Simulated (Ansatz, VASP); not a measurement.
# Cross-check of TaN between VASP and Ansatz, part 2 of 2

Aim: how closely do two programs agree when they are given the same cell, functional and k mesh? The cell is taken from a series of runs on this material, whose earlier steps may have relaxed, scaled, displaced or heated it; both programs get it as it stands.

VASP 6.6.1 and Ansatz 0.2.0.

So far: Starting point; VASP: zone-centre phonons, PBEsol.

## Step 2: VASP: zone-centre phonons, PBEsol (continued)

Level of this step: PBEsol; plane waves and PAW (N, Ta_pv) (VASP).

Numbers of over 12 decimals in the logs are rounded to 6 here.

From OUTCAR (step 2):

```text
ion  position               nearest neighbor table
   1  0.500  0.000  0.000-   5 2.10   6 2.10   5 2.10   6 2.10   4 2.62   4 2.62
   2  0.500  0.500  0.000-   5 2.10   6 2.10   5 2.10   6 2.10   4 2.62   4 2.62
   3  0.000  0.500  0.000-   5 2.10   6 2.10   5 2.10   6 2.10   4 2.62   4 2.62
   4  0.000  0.000  0.000-   2 2.62   3 2.62   3 2.62   2 2.62   1 2.62   1 2.62   6 3.36   5 3.36
                             6 3.36   5 3.36   6 3.36   6 3.36   5 3.36   5 3.36   6 3.36   5 3.36
   5  0.333  0.667  0.500-   1 2.10   1 2.10   3 2.10   3 2.10   2 2.10   2 2.10   6 3.03   6 3.03
                             6 3.03   4 3.36   4 3.36   4 3.36   4 3.36   4 3.36   4 3.36
   6  0.667  0.333  0.500-   1 2.10   1 2.10   3 2.10   3 2.10   2 2.10   2 2.10   5 3.03   5 3.03
                             5 3.03   4 3.36   4 3.36   4 3.36   4 3.36   4 3.36   4 3.36

  LATTYP: Found a hexagonal cell.
 ALAT       =     5.2484472446
 C/A-ratio  =     0.5547260509

 Subroutine GETGRP returns: Found 24 space group operations
 (whereof 24 operations were pure point group operations)

The static configuration has the point symmetry D_6h.

 Found     84 irreducible k-points:

   k-points           NKPTS =     84   k-points in BZ     NKDIM =     84   number of bands    NBANDS=     30

   dimension x,y,z NGX =    42 NGY =   42 NGZ =   24
   dimension x,y,z NGXF=    84 NGYF=   84 NGZF=   48

   ENCUT  =  600.0 eV  44.10 Ry    6.64 a.u.  10.48 10.48  5.81*2*pi/ulx,y,z

   NELECT =      48.0000    total number of electrons

 k-points in reciprocal lattice and weights: Automatic mesh
   0.00000000  0.00000000  0.00000000       0.001
   0.11111111  0.00000000  0.00000000       0.006
   0.22222222  0.00000000  0.00000000       0.006
   0.33333333  0.00000000  0.00000000       0.006
   0.44444444  0.00000000  0.00000000       0.006
   0.11111111  0.11111111  0.00000000       0.006
   0.22222222  0.11111111  0.00000000       0.012
   0.33333333  0.11111111  0.00000000       0.012
   0.44444444  0.11111111  0.00000000       0.006
[...]
-----------------------------------------------------------------------------------
    total drift:                                0.000000      0.000000     -0.000000

 Eigenvectors and eigenvalues of the dynamical matrix
 ----------------------------------------------------

   1 f  =   27.043220 THz   169.917560 2PiTHz  902.064705 cm-1   111.841719 meV
             X         Y         Z           dx          dy          dz
      2.624224  0.000000  0.000000    -0.000000   -0.577350   -0.000000
      1.312112  2.272644  0.000000    -0.500000    0.288675   -0.000000
     -1.312112  2.272644  0.000000     0.500000    0.288675    0.000000
      0.000000  0.000000  0.000000    -0.000000   -0.000000   -0.000000
     -0.000000  3.030192  1.455725    -0.000000   -0.000000    0.000000
      2.624224  1.515096  1.455725     0.000000   -0.000000    0.000000

   2 f  =   21.407404 THz   134.506688 2PiTHz  714.074144 cm-1    88.533870 meV
             X         Y         Z           dx          dy          dz
      2.624224  0.000000  0.000000    -0.097264    0.000005    0.000000
      1.312112  2.272644  0.000000     0.572692   -0.386800   -0.000000
     -1.312112  2.272644  0.000000     0.572697    0.386802    0.000000
      0.000000  0.000000  0.000000    -0.028864   -0.000000   -0.000000
     -0.000000  3.030192  1.455725    -0.131376   -0.000001    0.000000
      2.624224  1.515096  1.455725    -0.131376   -0.000001    0.000000

   3 f  =   21.407404 THz   134.506688 2PiTHz  714.074144 cm-1    88.533870 meV
             X         Y         Z           dx          dy          dz
      2.624224  0.000000  0.000000     0.000001    0.796014    0.000000
      1.312112  2.272644  0.000000    -0.386804    0.126058    0.000000
     -1.312112  2.272644  0.000000     0.386797    0.126053   -0.000000
      0.000000  0.000000  0.000000     0.000000   -0.028864    0.000000
     -0.000000  3.030192  1.455725     0.000001   -0.131376    0.000000
      2.624224  1.515096  1.455725     0.000001   -0.131376   -0.000000

   4 f  =   17.791324 THz   111.786187 2PiTHz  593.454696 cm-1    73.578972 meV
             X         Y         Z           dx          dy          dz
      2.624224  0.000000  0.000000     0.000000   -0.000000    0.447150
      1.312112  2.272644  0.000000    -0.000000    0.000000    0.368069
     -1.312112  2.272644  0.000000    -0.000000    0.000000   -0.815219
      0.000000  0.000000  0.000000    -0.000000   -0.000000    0.000000
     -0.000000  3.030192  1.455725    -0.000000    0.000000   -0.000000
      2.624224  1.515096  1.455725     0.000000    0.000000   -0.000000

   5 f  =   17.791324 THz   111.786187 2PiTHz  593.454696 cm-1    73.578972 meV
             X         Y         Z           dx          dy          dz
      2.624224  0.000000  0.000000     0.000000    0.000000    0.683172
      1.312112  2.272644  0.000000    -0.000000    0.000000   -0.728829
     -1.312112  2.272644  0.000000    -0.000000   -0.000000    0.045658
      0.000000  0.000000  0.000000     0.000000    0.000000   -0.000000
     -0.000000  3.030192  1.455725     0.000000    0.000000   -0.000000
      2.624224  1.515096  1.455725    -0.000000   -0.000000    0.000000

   6 f  =   17.270139 THz   108.511484 2PiTHz  576.069830 cm-1    71.423524 meV
             X         Y         Z           dx          dy          dz
      2.624224  0.000000  0.000000    -0.000000   -0.000000    0.552921
      1.312112  2.272644  0.000000     0.000000   -0.000000    0.552921
     -1.312112  2.272644  0.000000    -0.000000   -0.000000    0.552921
      0.000000  0.000000  0.000000    -0.000000    0.000000   -0.065259
     -0.000000  3.030192  1.455725    -0.000000    0.000000   -0.198210
      2.624224  1.515096  1.455725     0.000000   -0.000000   -0.198210

   7 f  =    6.817035 THz    42.832695 2PiTHz  227.391817 cm-1    28.192979 meV
             X         Y         Z           dx          dy          dz
      2.624224  0.000000  0.000000     0.000000   -0.000000    0.000000
      1.312112  2.272644  0.000000    -0.000000    0.000000    0.000000
     -1.312112  2.272644  0.000000     0.000000   -0.000000   -0.000000
      0.000000  0.000000  0.000000     0.000000   -0.000000   -0.000000
     -0.000000  3.030192  1.455725     0.707107   -0.000003    0.000000
      2.624224  1.515096  1.455725    -0.707107    0.000003   -0.000000

   8 f  =    6.817035 THz    42.832695 2PiTHz  227.391817 cm-1    28.192979 meV
             X         Y         Z           dx          dy          dz
      2.624224  0.000000  0.000000     0.000000    0.000000   -0.000000
      1.312112  2.272644  0.000000    -0.000000    0.000000   -0.000000
     -1.312112  2.272644  0.000000     0.000000   -0.000000    0.000000
      0.000000  0.000000  0.000000     0.000000   -0.000000    0.000000
     -0.000000  3.030192  1.455725    -0.000003   -0.707107   -0.000000
      2.624224  1.515096  1.455725     0.000003    0.707107   -0.000000

   9 f  =    5.394509 THz    33.894703 2PiTHz  179.941467 cm-1    22.309888 meV
             X         Y         Z           dx          dy          dz
      2.624224  0.000000  0.000000    -0.441675    0.000002   -0.000000
      1.312112  2.272644  0.000000    -0.096227   -0.199482    0.000000
     -1.312112  2.272644  0.000000    -0.096193    0.199426    0.000000
      0.000000  0.000000  0.000000    -0.622355   -0.000053    0.000000
     -0.000000  3.030192  1.455725     0.399700    0.000034   -0.000000
      2.624224  1.515096  1.455725     0.399700    0.000034    0.000000

  10 f  =    5.394509 THz    33.894703 2PiTHz  179.941467 cm-1    22.309888 meV
             X         Y         Z           dx          dy          dz
      2.624224  0.000000  0.000000     0.000038    0.018944   -0.000000
      1.312112  2.272644  0.000000    -0.199446   -0.326503   -0.000000
     -1.312112  2.272644  0.000000     0.199462   -0.326537   -0.000000
      0.000000  0.000000  0.000000     0.000053   -0.622355   -0.000000
     -0.000000  3.030192  1.455725    -0.000034    0.399700    0.000000
      2.624224  1.515096  1.455725    -0.000034    0.399700   -0.000000

  11 f  =    5.157410 THz    32.404965 2PiTHz  172.032693 cm-1    21.329326 meV
             X         Y         Z           dx          dy          dz
      2.624224  0.000000  0.000000     0.000000   -0.000000   -0.000000
      1.312112  2.272644  0.000000    -0.000000   -0.000000   -0.000000
     -1.312112  2.272644  0.000000     0.000000   -0.000000   -0.000000
      0.000000  0.000000  0.000000     0.000000   -0.000000   -0.000000
     -0.000000  3.030192  1.455725    -0.000000    0.000000   -0.707107
      2.624224  1.515096  1.455725    -0.000000    0.000000    0.707107

  12 f  =    3.338638 THz    20.977279 2PiTHz  111.364963 cm-1    13.807489 meV
             X         Y         Z           dx          dy          dz
      2.624224  0.000000  0.000000     0.000000   -0.000000   -0.060325
      1.312112  2.272644  0.000000    -0.000000    0.000000   -0.060325
     -1.312112  2.272644  0.000000     0.000000    0.000000   -0.060325
      0.000000  0.000000  0.000000     0.000000    0.000000    0.828670
     -0.000000  3.030192  1.455725     0.000000    0.000000   -0.388837
      2.624224  1.515096  1.455725     0.000000    0.000000   -0.388837

  13 f  =    0.001260 THz     0.007914 2PiTHz    0.042016 cm-1     0.005209 meV
             X         Y         Z           dx          dy          dz
      2.624224  0.000000  0.000000     0.151618    0.030467   -0.000000
      1.312112  2.272644  0.000000     0.151661    0.030429   -0.000000
     -1.312112  2.272644  0.000000     0.151672    0.030486   -0.000000
      0.000000  0.000000  0.000000     0.545756    0.109621   -0.000000
     -0.000000  3.030192  1.455725     0.545149    0.109499   -0.000000
      2.624224  1.515096  1.455725     0.545149    0.109499   -0.000000
    [... 43 further lines ...]
     -0.000000  3.030192  1.455725     0.000000    0.000000    0.000000
      2.624224  1.515096  1.455725     0.000000    0.000000   -0.000000

 ELASTIC MODULI CONTR FROM IONIC RELAXATION (kBar)
 Direction    XX          YY          ZZ          XY          YZ          ZX
 --------------------------------------------------------------------------------
 XX        -219.0537    219.0537      0.0000     -0.0000      0.0000      0.0000
 YY         219.0537   -219.0537      0.0000      0.0000      0.0000      0.0000
 ZZ           0.0000      0.0000      0.0000      0.0000      0.0000      0.0000
 XY          -0.0000      0.0000      0.0000   -219.0537      0.0000      0.0000
 YZ           0.0000      0.0000      0.0000      0.0000      0.0000      0.0000
 ZX           0.0000      0.0000      0.0000      0.0000      0.0000      0.0000
 --------------------------------------------------------------------------------
```

Energies printed during the response cycles are not total energies of the cell.

## Step 3: Ansatz: zone-centre phonons, PBEsol

Ansatz runs on its PAW soft_1 files.

The same cell, functional, mesh and smearing now go to Ansatz, which takes its cutoff from its data sets.

File input.yaml:

```yaml
crystal:
  lattice:
    - [5.2484472446, 0.0, 0.0]
    - [-2.6242236223, 4.5452886442, 0.0]
    - [0.0, 0.0, 2.9114504135]
  atoms:
    - { symbol: "N", position: [0.5, 0.0, 0.0] }
    - { symbol: "N", position: [0.5, 0.5, 0.0] }
    - { symbol: "N", position: [0.0, 0.5, 0.0] }
    - { symbol: Ta, position: [0.0, 0.0, 0.0] }
    - { symbol: Ta, position: [0.3333333333, 0.6666666667, 0.5] }
    - { symbol: Ta, position: [0.6666666667, 0.3333333333, 0.5] }
kpoints:
  mp_grid: { grid: [9, 9, 12] }
hamiltonian:
  xc: pbesol
  pseudopotentials: { kind: paw, azcp: { folder: soft_1 }, xc_functional: pbe }
scf:
  occupations: { method: methfessel_paxton, width: 0.2 }
output:
  eigenvalues: true
phonons:
  method: dfpt
```

Launch:

```
$ ansatz run input.yaml --threads 8 --pin off --max-ram 16384MiB --backend cpu --events-out ev --progress --plain --runs-dir out
```

Output:

```text
zone centre: on kpoints.mp_grid the ground state, and the responses unless they are solved on pairs of k-points, stand on 175 of the mesh's 972 k-points, reduced under 4 symmetry operations, with k and −k counted as one. Each operation leaves every solved displacement unchanged or reverses it
Engine: ansatz 0.2.0, aarch64-unknown-linux-gnu
Pseudopotentials: kind: paw
Pseudopotential: N, paw, valence charge 5, recommended cutoff 420 eV (normal), soft_1/N.paw.azcp
Pseudopotential: Ta, paw, valence charge 13, recommended cutoff 420 eV (normal), soft_1/Ta.paw.azcp
Functional definition: PBEsol
  exchange = pbesol_x
  correlation = pbesol_c
Crystal: 6 atoms, lattice volume = 69.455 Å³
Basis set: ecut = 420 eV, 1299 PW (Γ), exchange–correlation on 72×72×40 points (8 copies of the dense FFT grid, shifted against one another)
Bands: 33, of which v1, the nominal top of the filled ones, is band 27 counted from 1 (26 counted from 0)
Symmetry: 24 space group operations
k-points: 175 of 972 (irreducible under 4 space group operations, time reversal used)
Non-local potential: N, projectors of the file, l = 0: 2, l = 1: 2, l = 2: 1
Non-local potential: Ta, projectors of the file, l = 0: 3, l = 1: 2, l = 2: 2, l = 3: 1
PAW form: soft (Blöchl's): semilocal exchange-correlation on the pseudo side does not see the compensation charge
PAW frozen core: N, regenerated for the run's functional, and the local potential with it (the file was generated under x = pbe(κ = 0.804, μ = 0.219515), c = pbe(β = 0.066725))
PAW frozen core: Ta, regenerated for the run's functional, and the local potential with it (the file was generated under x = pbe(κ = 0.804, μ = 0.219515), c = pbe(β = 0.066725))
PAW one-centre angular grid: N, 110 points (default); XC on 64 Gauss nodes
PAW one-centre angular grid: Ta, 590 points (default); XC on 64 Gauss nodes
Initial density: superposition of atomic densities (chi_scale 0.1, normalization cell, long waves kept (reshape's long-wave potential 0.02 eV rms))
Initial wavefunctions: pseudopotential atomic-orbital guess
Functional: x = pbesol(κ = 0.804, μ = 0.123457), c = pbesol(β = 0.046)
SCF iter   1: F=—  HF=-30564.046810 eV  |F-HF|=—  |Δ(HF+E_count)|=         —  Δρ=7.09e-2  dr2=4.37e0  ethr=3.10e-3  ⟨swp⟩=4.6  Hψ=22578  notcnv=0
preconditioner: auto → Kerker (q_TF=auto, 2.616 Å⁻¹)  [metal: Δε(μ)=0.061 eV  Ē_g=9.428 eV  σ=0.200 eV  W_gap=0.25  n_scr=26 (ndim 8)  ℏωp=24.4 eV  f_vac=0.000  D(μ)=0.85/eV (n_scr^D=6)]
SCF iter   2: F=—  HF=-30563.216234 eV  |F-HF|=—  |Δ(HF+E_count)|=   8.31e-1  S|Δr|=    0.00e0  Δρ=3.54e-2  dr2=8.69e-1  ethr=3.10e-3  ⟨swp⟩=2.0  Hψ=10157  notcnv=0  defer=198
SCF iter   3: F=—  HF=-30563.036394 eV  |F-HF|=—  |Δ(HF+E_count)|=   1.80e-1  S|Δr|=    0.00e0  Δρ=1.15e-2  dr2=9.37e-2  ethr=1.61e-3  ⟨swp⟩=2.0  Hψ=6648  notcnv=0  defer=198
SCF iter   4: F=—  HF=-30563.010677 eV  |F-HF|=—  |Δ(HF+E_count)|=   2.57e-2  S|Δr|=    0.00e0  Δρ=2.79e-3  dr2=8.78e-3  ethr=1.74e-4  ⟨swp⟩=2.0  Hψ=8992  notcnv=0  defer=151
SCF iter   5: F=—  HF=-30563.008556 eV  |F-HF|=—  |Δ(HF+E_count)|=   2.12e-3  S|Δr|=    0.00e0  Δρ=1.01e-3  dr2=5.98e-4  ethr=1.63e-5  ⟨swp⟩=2.0  Hψ=6406  notcnv=0  defer=145
SCF iter   6: F=—  HF=-30563.008384 eV  |F-HF|=—  |Δ(HF+E_count)|=   1.72e-4  S|Δr|=    0.00e0  Δρ=1.66e-4  dr2=2.51e-5  ethr=1.11e-6  ⟨swp⟩=2.1  Hψ=8057  notcnv=0  defer=145
SCF iter   7: F=—  HF=-30563.008380 eV  |F-HF|=—  |Δ(HF+E_count)|=   4.28e-6  S|Δr|=    0.00e0  Δρ=4.26e-5  dr2=1.24e-6  ethr=4.65e-8  ⟨swp⟩=2.0  Hψ=8156  notcnv=0  defer=145
SCF iter   8: F=—  HF=-30563.008380 eV  |F-HF|=—  |Δ(HF+E_count)|=   1.70e-7  S|Δr|=    0.00e0  Δρ=5.03e-6  dr2=1.75e-8  ethr=2.29e-9  ⟨swp⟩=2.0  Hψ=8274  notcnv=0  defer=145
SCF iter   9: F=—  HF=-30563.008380 eV  |F-HF|=—  |Δ(HF+E_count)|=   1.75e-9  S|Δr|=    0.00e0  Δρ=1.07e-6  dr2=7.93e-10  ethr=3.24e-11  ⟨swp⟩=2.9  Hψ=9766  notcnv=0  defer=145
SCF iter  10: F=-30563.008380 eV  HF=-30563.008380 eV  |F-HF|=1.09e-11  |Δ(HF+E_count)|=  1.56e-10  S|Δr|=    0.00e0  Δρ=1.28e-7  dr2=9.18e-12  ethr=1.00e-12  ⟨swp⟩=9.3  Hψ=32998  notcnv=0
SCF 1 converged in 10 iterations: F = -30563.008380 eV  dr2 = 9.18e-12
  greatest PAW one-centre occupation: 0.999 electrons in one spin orbital (limit 2), on the Ta atom at site 5 (counted from 0), in its partial waves of l = 0
DFPT response loops at Γ: preconditioner auto → Kerker (q_TF=auto, 2.616 Å⁻¹) (partly filled bands, converged f_vac=0.000); β = 1.00, the filter's whole step (`scf.mixing.beta` (0.50) is not read by the response loops under this deck's `scf.mixing.preconditioner`; to damp them name `kerker` or `kerker_dos`, under which they read `scf.mixing.beta`, and type it under 1.00, their step now; both keys bind the ground state too); Broyden in place of MSR1
SCF converged after 10 iterations
Stability not checked: this state was not tested for a lower state beside it, because cold or Methfessel-Paxton smearing, or corrected tetrahedra, fill the levels in a way that the test cannot read (fill_not_monotonic; see scf.lower_state_search)
Free energy (F): -30563.008380 eV
Harris-Foulkes:  -30563.008380 eV  (|F-HF|=1.09e-11)
Internal energy: -30563.012974 eV  (E = F + TS)
E sigma→0 (E₀):  -30563.009528 eV
Entropy (-TS):   0.004595 eV (0.766 meV/atom)
Fermi energy:    18.899419 eV
--- Per-component energies (eV) ---
  E_band       = -252.991484
  E_kinetic    = 1563.441682
  E_local      = -2082.175142  (includes V_loc(G=0)·N_el)
  E_nonlocal   = 80.412199
  E_hartree    = 743.447153
  E_xc         = -1133.418579
  E_vxc        = -925.893151  (∫ρ·V_xc dr)
  E_paw        = -24913.694959  (= ΣΔE_a)
  E_vpaw       = -375.674341  (= ΣTr[D̂ρ^β])
  E_aug_tail   = 0.002905  (compensation charges beyond the density's cutoff)
  E_ewald      = -4821.753667
  E_core_change = 0.725435  (= ΣΔE_core)
  E_smearing   = 0.004595  (= −TS)
  E_closure    = -0.000000  (closes the sum)
  Σ components = -30563.008380   (vs F -30563.008380, Δ=0.00e0)
--- Band table (eV; the first three rows and the last of 175) ---
  k-point 0: bands = [... 23 lower, 15.8006, 16.3612, 16.7348, 17.6027, 17.6027, 19.7245, 19.7245, 19.8850, ... 2 higher]
  k-point 1: bands = [... 23 lower, 15.6785, 16.3972, 17.0486, 17.7595, 17.7595, 19.8294, 19.8294, 19.9634, ... 2 higher]
  k-point 2: bands = [... 23 lower, 15.9483, 16.4970, 17.8776, 18.1554, 18.1554, 19.1888, 19.1888, 20.1868, ... 2 higher]
  k-point 174: bands = [... 23 lower, 15.4620, 15.7719, 16.4750, 17.7795, 20.6284, 20.9103, 21.1753, 21.3302, ... 2 higher]
--- Phonons (Γ-DFPT): 7 representative perturbations + reference, on 175 of 972 k-points (Σ response iterations 22) ---
  k mesh reduced under 4 symmetry operations, with k and −k counted as one. Each operation leaves every solved displacement unchanged or reverses it
  ASR residual: 6.653e-5 → 0.000e0 eV/Å²; symmetrization residual: 2.001e-6 eV/Å²
  ASR residual per site (eV/Å²): 6.65e-5 5.39e-5 5.39e-5 1.49e-5 3.75e-5 3.75e-5
  Γ frequencies (cm⁻¹): -527.69 -226.96 -226.96 0.00 0.00 0.00 111.59 170.88 182.68 182.68 226.83 226.83 572.56 587.97 587.97 709.08 709.08 896.84
  non-analytic LO–TO correction: not included (Born effective charges unavailable; polar crystals: no LO–TO splitting at Γ)
```

The column dr2 measures how far the density is from self-consistency, as an energy; F and HF (Harris–Foulkes) agree once it is small.

## Step 4: Differences

Known differences besides the potentials themselves: the data sets hold 54 valence electrons in Ansatz (on its PAW soft_1 files) and 48 in VASP; the cutoff is 420 eV in Ansatz and 600 eV in VASP; Ansatz makes its cores anew for this functional, VASP keeps those of its PBE data sets. Total energies have different zeros and are not compared.

The two programs side by side:

| quantity | Ansatz | VASP | difference |
| --- | --- | --- | --- |
| optical mode 1 (imaginary, printed as negative) (cm⁻¹) | -527.7 | -530.6 | +2.9 |
| optical mode 2 to 3 (imaginary, printed as negative) (cm⁻¹) | -227.0 | -230.8 | +3.8 |
| optical mode 4 (cm⁻¹) | 111.6 | 111.4 | +0.20 % |
| optical mode 5 (cm⁻¹) | 170.9 | 172.0 | -0.67 % |
| optical mode 6 to 7 (cm⁻¹) | 182.7 | 179.9 | +1.52 % |
| optical mode 8 to 9 (cm⁻¹) | 226.8 | 227.4 | -0.25 % |
| optical mode 10 (cm⁻¹) | 572.6 | 576.1 | -0.61 % |
| optical mode 11 to 12 (cm⁻¹) | 588.0 | 593.5 | -0.92 % |
| optical mode 13 to 14 (cm⁻¹) | 709.1 | 714.1 | -0.70 % |
| optical mode 15 (cm⁻¹) | 896.8 | 902.1 | -0.58 % |

Modes are paired by rising frequency, not by their patterns, so a pair may set unlike modes beside each other; they are those without the splitting of longitudinal modes.

## Step 5: Results

| Quantity | Value |
| --- | --- |
| r.m.s. difference of the optical zone-centre modes, each program's sorted by frequency (zone-centre phonons, PBEsol) | 3.7 cm⁻¹ |
| difference in optical mode 6 to 7 (zone-centre phonons, PBEsol) | +1.5 % |

In words: The r.m.s. difference of the optical zone-centre modes, each program's sorted by frequency is 3.7 cm⁻¹ (zone-centre phonons, PBEsol). The data sets hold unlike numbers of valence electrons (54 in Ansatz and 48 in VASP), so part of the differences comes from the potentials. Among the rows given in per cent, the largest difference of the zone-centre phonons, PBEsol pair is in optical mode 6 to 7, +1.5 %. How closely two codes agree says nothing of how well the functional describes the real material.

[Lines on the potential files, build, host, timing and source positions are cut from VASP's logs without a mark.]

[Logs are printed without paths, hosts, clocks, repeated set-up lines and the standing remarks that a program may print on its own settings, such as how far it seeks lower states.]

[Hosts, paths, dates, database ids (printed as entryN), source tags and the programs' standing remarks are cut or masked in the printed files.]
